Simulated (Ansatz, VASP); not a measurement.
# CrC3: VASP beside Ansatz

File INCAR:

```
PREC = Accurate
ENCUT = 600
EDIFF = 1E-6
ISMEAR = 0
SIGMA = 0.1
LREAL = F
LASPH = T
NELM = 150
ALGO = Normal
ISIF = 3
LWAVE = F
LCHARG = F
ISPIN = 2
MAGMOM = 1.43 0 0 0
LORBIT = 11
LMAXMIX = 4
GGA = PE
IBRION = 2
NSW = 100
EDIFFG = -0.01
```

KPOINTS

```
Automatic mesh
0
Gamma
  14 14 14
```

Contents of POSCAR:

```
CrC3
1.0
    3.1138130015      0.0000000000      0.0000000000
    0.0000000000      3.1138130015      0.0000000000
    0.0000000000      0.0000000000      3.1138130015
Cr C
1 3
Direct
    0.0000000000      0.0000000000      0.0000000000
    0.0000000000      0.5000000000      0.5000000000
    0.5000000000      0.0000000000      0.5000000000
    0.5000000000      0.5000000000      0.0000000000
```

Input for Ansatz:

```yaml
crystal:
  lattice:
    - [3.1138130015, 0.0, 0.0]
    - [0.0, 3.1138130015, 0.0]
    - [0.0, 0.0, 3.1138130015]
  atoms:
    - { symbol: Cr, position: [0.0, 0.0, 0.0], spin: 1.43 }
    - { symbol: C, position: [0.0, 0.5, 0.5] }
    - { symbol: C, position: [0.5, 0.0, 0.5] }
    - { symbol: C, position: [0.5, 0.5, 0.0] }
basis:
  ecutwfc: 420
kpoints:
  mp_grid: { grid: [14, 14, 14] }
hamiltonian:
  xc: pbe
scf:
  occupations: { method: gaussian, width: 0.1 }
output:
  forces: true
  stress: true
  eigenvalues: true
  populations: true
  write_density: true
  write_potential: true
  elf: true
  volumetric_format: npy
magnetization:
  spin_polarized: true
relax:
  adjacent_minimum: "off"
  f_tol: 0.01
  max_steps: 80
  cell: { stress_tol: 0.05 }
```

Change from the starting cell: species swapped into the VPt3 type (Pm-3m, No. 221).

Alike in both runs: task relaxation of cell and atoms; functional PBE; k mesh 14 × 14 × 14; occupations gaussian, width 0.1 eV; collinear spin.

|  | VASP | Ansatz |
| --- | --- | --- |
| version | VASP 6.6.1 | Ansatz 0.2.0 |
| potentials or method | VASP PAW PBE potentials, release 64 (Cr_pv, C) | scalar-relativistic, plane waves, PAW |
| plane-wave cutoff (eV) | 600 | 420 |
| valence electrons in the cell | 24 | 26 |

VASP gave:

| Item | Value |
| --- | --- |
| gap on the k mesh at the Fermi level, each at its own relaxed structure (eV) | none |
| net moment per atom (μB) | 0.00 |
| size of the moment on the site where the two differ most (μB) | 0.00 |
| relaxed volume (Å³/atom) | 7.40 |
| relaxed cell length with the largest relative difference (Å) | 3.093 |
| energy change over the relaxation (meV/atom) | -2 |

Question: What did Ansatz give for the same quantities?

Answer: gap on the k mesh at the Fermi level, each at its own relaxed structure (eV): none; net moment per atom (μB): 0.36; size of the moment on the site where the two differ most (μB): 1.39; relaxed volume (Å³/atom): 7.56; relaxed cell length with the largest relative difference (Å): 3.115; energy change over the relaxation (meV/atom): 0.

The net moments differ so much that the two runs ended in different magnetic states, which moves the other rows too. Site moments also hang on the region over which each program counts them. A gap of «none» marks a metal or a gap that the smearing closes. The two sets of potentials don't hold the same shells in valence.
